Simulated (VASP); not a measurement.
# Driving VASP from ASE on Nb2InC, part 3 of 4

Do ASE scripts that read Nb2InC from different structure formats give one answer, and do several routes find one equilibrium volume? All runs use r2SCAN. Left out of this account: at least 1 further run (fields: a reference on another mesh). The start is a computed cell from the Materials Project.

VASP 6.6.1; r2SCAN; plane waves and PAW (Nb_sv, In_d, C).

So far. Step 3 (Self-consistent run (r2SCAN, through ASE)): The energy lies -2.65 meV an atom from the first script, on another mesh. Step 4 (Relaxing cell and atoms (r2SCAN, through ASE)): It ends with a largest force of 0.003 eV/Å and a pressure of -0.02 GPa.

### 5. Energy against volume, from ASE (r2SCAN)

An ASE loop scales the volume at fixed shape and fractional positions and fits the energies, which gives the bulk modulus of a clamped cell from energies alone.

run.py

```python
import numpy as np
from ase.calculators.vasp import Vasp
from ase.io import read
from ase.eos import EquationOfState
from ase.units import GPa

atoms = read('Nb2InC.cif')

calc = Vasp(
    xc='r2scan',
    pp='PBE',
    prec='Accurate',
    encut=520,
    ediff=1e-06,
    nelm=100,
    ismear=-1,
    sigma=0.05,
    lreal=False,
    algo='Normal',
    lasph=True,
    nbands=53,
    lorbit=11,
    lwave=False,
    lcharg=False,
    kpar=8,
    isif=2,
    pp_version='64',
    setups={'Nb': '_sv', 'In': '_d', 'C': ''},
    kpts=(11, 11, 2),
    gamma=True,
    txt='vasp.out',
)
atoms.calc = calc

cell, volumes, energies = atoms.get_cell(), [], []
for x in [0.94, 0.96, 0.98, 1.0, 1.02, 1.04, 1.06]:
    atoms.set_cell(cell * x ** (1 / 3), scale_atoms=True)
    volumes.append(atoms.get_volume())
    energies.append(atoms.get_potential_energy())
    print(f"{x:.2f}  V = {volumes[-1]:.4f} A^3  E = {energies[-1]:.6f} eV")
v0, e0, b0 = EquationOfState(volumes, energies, eos="birchmurnaghan").fit()
print(f"V0 = {v0:.4f} A^3  E0 = {e0:.6f} eV  B0 = {b0 / GPa:.2f} GPa")
```

Nb2InC.cif

```cif
data_Nb2InC
_cell_length_a 3.19376017
_cell_length_b 3.19376017
_cell_length_c 14.45404753
_cell_angle_alpha 90.00000000
_cell_angle_beta 90.00000000
_cell_angle_gamma 120.00000000
_space_group_name_H-M_alt 'P1'
_space_group_name_Hall 'P 1'
_space_group_IT_number 1
loop_
_space_group_symop_operation_xyz
'x,y,z'
loop_
_atom_site_label
_atom_site_type_symbol
_atom_site_symmetry_multiplicity
_atom_site_Wyckoff_symbol
_atom_site_fract_x
_atom_site_fract_y
_atom_site_fract_z
_atom_site_occupancy
Nb1 Nb 1 a 0.6666666700 0.3333333300 0.9166927100 1
Nb2 Nb 1 a 0.3333333300 0.6666666700 0.0833072900 1
Nb3 Nb 1 a 0.3333333300 0.6666666700 0.4166927100 1
Nb4 Nb 1 a 0.6666666700 0.3333333300 0.5833072900 1
In1 In 1 a 0.6666666700 0.3333333300 0.2500000000 1
In2 In 1 a 0.3333333300 0.6666666700 0.7500000000 1
C1 C 1 a 0.0000000000 0.0000000000 0.0000000000 1
C2 C 1 a 0.0000000000 0.0000000000 0.5000000000 1
```

The projector-augmented-wave data sets are Nb_sv, In_d and C (PBE family, release 64).

Run with:

```
> export ASE_VASP_COMMAND="mpirun -np 8 vasp_std"
> python run.py
```

What it wrote:

```text
0.94  V = 120.0197 A^3  E = -168.414930 eV
0.96  V = 122.5733 A^3  E = -168.551579 eV
0.98  V = 125.1269 A^3  E = -168.613405 eV
1.00  V = 127.6805 A^3  E = -168.608242 eV
1.02  V = 130.2342 A^3  E = -168.542666 eV
1.04  V = 132.7878 A^3  E = -168.423046 eV
1.06  V = 135.3414 A^3  E = -168.254714 eV
V0 = 126.1829 A^3  E0 = -168.619003 eV  B0 = 198.81 GPa
```

Run time: 5.5 min. Hardware: 8 MPI ranks of Intel Xeon 6975P-C (Granite Rapids), shared host; peak memory 3.2 GiB; 43 min of CPU time.

ASE turned this into the INCAR:

```
ENCUT = 520.000000
SIGMA = 0.050000
EDIFF = 1.00e-06
ALGO = Normal
METAGGA = R2SCAN
PREC = Accurate
ISIF = 2
ISMEAR = -1
KPAR = 8
LORBIT = 11
NBANDS = 53
NELM = 100
LASPH = .TRUE.
LCHARG = .FALSE.
LWAVE = .FALSE.
LREAL = .FALSE.
```

The KPOINTS that ASE wrote:

```
KPOINTS created by Atomic Simulation Environment
0
Gamma
11 11 2
0 0 0
```

vasp.out (the last of its runs):

```text
[banner, memory and clock lines left out]
running    8 mpi-ranks, on    1 nodes
 distrk:  each k-point on    1 cores,    8 groups
 distr:  one band on    1 cores,    1 groups

 POSCAR found type information on POSCAR NbInC
 POSCAR found :  3 types and       8 ions
 [... a notice as in an earlier step ...]

 [... a notice as in an earlier step ...]

 LDA part: xc-table for (None), standard interpolation
 POSCAR, INCAR and KPOINTS ok, starting setup
 FFT: planning ... GRIDC
 FFT: planning ... GRID_SOFT
 FFT: planning ... GRID
 WAVECAR not read
 WARNING: random wavefunctions but no delay for mixing, default for NELMDL
 entering main loop
       N       E                     dE             d eps       ncg     rms          rms(c)
DAV:   1     0.120258551449E+04    0.12026E+04   -0.43241E+04  3392   0.206E+03
DAV:   2     0.520622362128E+01   -0.11974E+04   -0.11689E+04  3416   0.709E+02
DAV:   3    -0.184596741961E+03   -0.18980E+03   -0.18364E+03  4738   0.263E+02
DAV:   4    -0.205317804576E+03   -0.20721E+02   -0.20335E+02  5688   0.812E+01
DAV:   5    -0.206837280925E+03   -0.15195E+01   -0.15072E+01  6488   0.178E+01    0.234E+01
DAV:   6    -0.167626871329E+03    0.39210E+02   -0.49841E+01  5152   0.469E+01    0.885E+00
DAV:   7    -0.168196968839E+03   -0.57010E+00   -0.32540E+00  4832   0.941E+00    0.311E+00
DAV:   8    -0.168235627792E+03   -0.38659E-01   -0.29287E-01  5344   0.242E+00    0.190E+00
DAV:   9    -0.168265060056E+03   -0.29432E-01   -0.60336E-02  4832   0.150E+00    0.512E-01
DAV:  10    -0.168269898959E+03   -0.48389E-02   -0.13712E-02  6096   0.574E-01    0.349E-01
DAV:  11    -0.168270401309E+03   -0.50235E-03   -0.13061E-03  4976   0.206E-01    0.101E-01
DAV:  12    -0.168270383292E+03    0.18017E-04   -0.42693E-04  5440   0.922E-02    0.117E-02
DAV:  13    -0.168270385093E+03   -0.18013E-05   -0.22871E-05  4152   0.238E-02    0.102E-02
DAV:  14    -0.168270383921E+03    0.11716E-05   -0.48594E-06  3864   0.121E-02    0.486E-03
DAV:  15    -0.168270383581E+03    0.33999E-06   -0.51046E-07  2864   0.569E-03
   1 F= -.16827038E+03 E0= -.16825471E+03  d E =-.313382E-01
```

OUTCAR, selected parts (step 5):

```text
   ENCUT  =  520.0 eV  38.22 Ry    6.18 a.u.   6.05  6.05 27.40*2*pi/ulx,y,z

   NELECT =      86.0000    total number of electrons

 E-fermi :  10.1264

 k-point     1 :       0.0000    0.0000    0.0000
  band No.  band energies     occupation
    ...
     40       9.3539      2.00000
     41       9.6751      1.99976
     42       9.6751      1.99976
     43       9.6846      1.99971
     44       9.6846      1.99971
     45      10.9383      0.00000
     46      10.9383      0.00000
     47      11.0422      0.00000
     48      11.0422      0.00000
     49      12.0746      0.00000
    ...

  Total      -10.1715598    -10.1715598    -10.1566705     -0.0000000      0.0000000     -0.0000000
  in kB     -120.4113877   -120.4113877   -120.2351278     -0.0000000      0.0000000     -0.0000000
  external PRESSURE =    -120.3526344 kB  Pullay stress =       0.0000000 kB

 POSITION                                       TOTAL-FORCE (eV/Angst)
 -----------------------------------------------------------------------------------
      1.62820      0.94004     13.50979        -0.000000     -0.000000      0.879379
     -0.00000      1.88008      1.22774         0.000000     -0.000000     -0.879379
     -0.00000      1.88008      6.14102         0.000000      0.000000      0.879379
      1.62820      0.94004      8.59651        -0.000000      0.000000     -0.879379
      1.62820      0.94004      3.68438         0.000000     -0.000000      0.000000
     -0.00000      1.88008     11.05315        -0.000000      0.000000      0.000000
      0.00000      0.00000      0.00000        -0.000000      0.000000      0.000000
      0.00000      0.00000      7.36877        -0.000000      0.000000      0.000000
 -----------------------------------------------------------------------------------
    total drift:                               -0.000025      0.000014     -0.000001

  FREE ENERGIE OF THE ION-ELECTRON SYSTEM (eV)
  ---------------------------------------------------
  free  energy   TOTEN  =      -168.2703835812 eV

  energy  without entropy=     -168.2390453571  energy(sigma->0) =     -168.25471447

[... 3 parts as in an earlier step ...]

[... 13 further parts left out ...]
```

Numbers from this step:

| Quantity | Value |
| --- | --- |
| bulk modulus | 198.8 GPa |
| equilibrium volume of the fit | 15.77 Å³/atom |

The fit over cells of fixed shape and fractional positions puts the volume -0.21 % from the relaxed one.

### 6. BFGS in ASE (r2SCAN)

Here ASE drives the relaxation and calls VASP for forces and stress at each step.

run.py

```python
import numpy as np
from ase.calculators.vasp import Vasp
from ase import Atoms
from ase.optimize import BFGS
from ase.filters import FrechetCellFilter

atoms = Atoms(['Nb', 'Nb', 'Nb', 'Nb', 'In', 'In', 'C', 'C'],
              cell=[[3.19376017, 0.0, 0.0], [-1.59688008, 2.76587744, 0.0], [0.0, 0.0, 14.45404753]],
              scaled_positions=[[0.66666667, 0.33333333, 0.91669271], [0.33333333, 0.66666667, 0.08330729], [0.33333333, 0.66666667, 0.41669271], [0.66666667, 0.33333333, 0.58330729], [0.66666667, 0.33333333, 0.25], [0.33333333, 0.66666667, 0.75], [0.0, 0.0, 0.0], [0.0, 0.0, 0.5]],
              pbc=True)

calc = Vasp(
    xc='r2scan',
    pp='PBE',
    prec='Accurate',
    encut=520,
    ediff=1e-06,
    nelm=100,
    ismear=-1,
    sigma=0.05,
    lreal=False,
    algo='Normal',
    lasph=True,
    nbands=53,
    lorbit=11,
    lwave=False,
    lcharg=False,
    kpar=8,
    isif=2,
    pp_version='64',
    setups={'Nb': '_sv', 'In': '_d', 'C': ''},
    kpts=(11, 11, 2),
    gamma=True,
    txt='vasp.out',
)
atoms.calc = calc

BFGS(FrechetCellFilter(atoms)).run(fmax=0.02, steps=30)
print("cell (A, degrees):", np.round(atoms.cell.cellpar(), 4))
print("volume (A^3):", round(atoms.get_volume(), 4))
print("energy (eV):", round(atoms.get_potential_energy(), 6))
print("Fermi level (eV):", round(calc.get_fermi_level(), 4))
print("forces (eV/A):")
print(np.round(atoms.get_forces(), 4))
print("stress (GPa, Voigt, tension positive):", np.round(atoms.get_stress() * 160.21766, 3))
```

What it wrote:

```text
Step     Time          Energy          fmax
BFGS:    0 --:--:--     -168.622758        0.294713
BFGS:    1 --:--:--     -168.628938        0.205083
BFGS:    2 --:--:--     -168.635178        0.077885
BFGS:    3 --:--:--     -168.635435        0.068984
BFGS:    4 --:--:--     -168.636655        0.023200
BFGS:    5 --:--:--     -168.636644        0.025729
BFGS:    6 --:--:--     -168.636659        0.024646
BFGS:    7 --:--:--     -168.636695        0.021843
BFGS:    8 --:--:--     -168.636763        0.012144
cell (A, degrees): [  3.1792   3.1792  14.4348  90.      90.     120.    ]
volume (A^3): 126.3507
energy (eV): -168.621656
Fermi level (eV): 11.042
forces (eV/A):
[[-0.      0.      0.0037]
 [ 0.     -0.     -0.0037]
 [ 0.     -0.      0.0037]
 [-0.      0.     -0.0037]
 [ 0.     -0.      0.    ]
 [-0.     -0.     -0.    ]
 [ 0.     -0.      0.    ]
 [ 0.     -0.      0.    ]]
stress (GPa, Voigt, tension positive): [-0.068 -0.068 -0.123 -0.    -0.    -0.   ]
```

The job ended after 6.8 min (8 MPI ranks; peak memory 3.1 GiB; 54 min of CPU time).

ASE turned this into the INCAR:

```
ENCUT = 520.000000
SIGMA = 0.050000
EDIFF = 1.00e-06
ALGO = Normal
METAGGA = R2SCAN
PREC = Accurate
ISIF = 2
ISMEAR = -1
KPAR = 8
LORBIT = 11
NBANDS = 53
NELM = 100
LASPH = .TRUE.
LCHARG = .FALSE.
LWAVE = .FALSE.
LREAL = .FALSE.
```

ASE turned this into the KPOINTS:

```
KPOINTS created by Atomic Simulation Environment
0
Gamma
11 11 2
0 0 0
```

VASP's own log, vasp.out (the last of its runs):

```text
[... set-up lines as in an earlier step ...]
 entering main loop
       N       E                     dE             d eps       ncg     rms          rms(c)
DAV:   1     0.123550369132E+04    0.12355E+04   -0.43363E+04  3400   0.210E+03
DAV:   2     0.132053919454E+02   -0.12223E+04   -0.11918E+04  3416   0.725E+02
DAV:   3    -0.183777831776E+03   -0.19698E+03   -0.19050E+03  4711   0.268E+02
DAV:   4    -0.205777429920E+03   -0.22000E+02   -0.21590E+02  5736   0.840E+01
DAV:   5    -0.207356963234E+03   -0.15795E+01   -0.15638E+01  6400   0.179E+01    0.257E+01
DAV:   6    -0.168004263194E+03    0.39353E+02   -0.48688E+01  5128   0.464E+01    0.102E+01
DAV:   7    -0.168561612463E+03   -0.55735E+00   -0.35606E+00  4704   0.101E+01    0.317E+00
DAV:   8    -0.168601633453E+03   -0.40021E-01   -0.27088E-01  5584   0.250E+00    0.203E+00
DAV:   9    -0.168633059845E+03   -0.31426E-01   -0.71988E-02  5168   0.156E+00    0.458E-01
DAV:  10    -0.168636216601E+03   -0.31568E-02   -0.20485E-02  5872   0.622E-01    0.293E-01
DAV:  11    -0.168636703064E+03   -0.48646E-03   -0.25396E-03  5248   0.266E-01    0.143E-01
DAV:  12    -0.168636769394E+03   -0.66330E-04   -0.37203E-04  4888   0.114E-01    0.282E-02
DAV:  13    -0.168636762278E+03    0.71165E-05   -0.72610E-05  5112   0.430E-02    0.372E-02
DAV:  14    -0.168636762771E+03   -0.49348E-06   -0.52159E-06  3864   0.119E-02
   1 F= -.16863676E+03 E0= -.16862166E+03  d E =-.302135E-01
```

OUTCAR, selected parts (step 6):

```text
   ENCUT  =  520.0 eV  38.22 Ry    6.18 a.u.   5.91  5.91 26.84*2*pi/ulx,y,z

   NELECT =      86.0000    total number of electrons

 E-fermi :  11.0420

 k-point     1 :       0.0000    0.0000    0.0000
  band No.  band energies     occupation
    ...
     40      10.2049      2.00000
     41      10.5300      1.99993
     42      10.5300      1.99993
     43      10.5382      1.99992
     44      10.5382      1.99992
     45      11.9623      0.00000
     46      11.9623      0.00000
     47      12.0766      0.00000
     48      12.0766      0.00000
     49      13.2197      0.00000
    ...

  Total        0.0533419      0.0533419      0.0971512      0.0000000      0.0000000      0.0000000
  in kB        0.6763968      0.6763968      1.2319170      0.0000000      0.0000000      0.0000000
  external PRESSURE =       0.8615702 kB  Pullay stress =       0.0000000 kB

 POSITION                                       TOTAL-FORCE (eV/Angst)
 -----------------------------------------------------------------------------------
      1.58960      0.91776     13.24031        -0.000000      0.000000      0.003713
     -0.00000      1.83551      1.19452         0.000000     -0.000000     -0.003713
     -0.00000      1.83551      6.02289         0.000000     -0.000000      0.003713
      1.58960      0.91776      8.41193        -0.000000      0.000000     -0.003713
      1.58960      0.91776      3.60871         0.000000     -0.000000      0.000000
     -0.00000      1.83551     10.82612        -0.000000     -0.000000     -0.000000
      0.00000      0.00000      0.00000         0.000000     -0.000000      0.000000
      0.00000      0.00000      7.21741         0.000000     -0.000000      0.000000
 -----------------------------------------------------------------------------------
    total drift:                                0.000009     -0.000005      0.000017

  FREE ENERGIE OF THE ION-ELECTRON SYSTEM (eV)
  ---------------------------------------------------
  free  energy   TOTEN  =      -168.6367627710 eV

  energy  without entropy=     -168.6065492996  energy(sigma->0) =     -168.62165604

[... 4 parts as in an earlier step ...]

[... 12 further parts left out ...]
```

Numbers from this step:

| Property | Result |
| --- | --- |
| optimizer steps | 8 |
| volume after bfgs | 15.79 Å³/atom |

### 7. The runs together

| run | atoms | mesh | energy (eV/atom) | pressure (GPa) |
| --- | --- | --- | --- | --- |
| ASE, structure read from an extended xyz file | 8 | 11×11×2 | -21.07603 | -2.358 |
| ASE, structure read from a CIF with its space group | 8 | 8×8×2 | -21.07868 | -2.397 |

(Continued in part 4 of 4.)

[Lines on the potential files, build, host, timing and source positions are cut from VASP's logs without a mark.]

[Logs are printed without paths, hosts, clocks, repeated set-up lines and the standing remarks that a program may print on its own settings, such as how far it seeks lower states.]

[Hosts, paths, dates, database ids (printed as entryN), source tags and the programs' standing remarks are cut or masked in the printed files.]

[A measured line is paired with the nearest computed mode of its activity, which favours agreement.]

[In band tables of VASP the shares of atoms and orbitals are scaled to a sum of 1 inside the atoms' spheres.]
